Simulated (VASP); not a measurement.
Input:

```xyz
2
Lattice="0.0000 2.5365 2.5365 2.5365 0.0000 2.5365 2.5365 2.5365 0.0000" Properties=species:S:1:pos:R:3 pbc="T T T"
Mg     0.0000     0.0000     0.0000
S      2.5365     2.5365     2.5365
```

Computed with r2SCAN+rVV10, VASP's PBE PAW potentials (set 64) (plane waves; VASP). Numerical set-up: 520 eV cut-off, 9×9×9 Γ-centred mesh, Gaussian smearing of 0.050 eV, potentials Mg S.

Task: Give the stress tensor in GPa (positive for a compressed cell).

Result: 
```
5.90  0.00  0.00
0.00  5.90  0.00
0.00  0.00  5.90
```
The pressure is its mean diagonal, 5.90 GPa.

The compound is MgS in the rock salt structure. This cell is one point of a volume scan, at 0.94 of the reference volume.
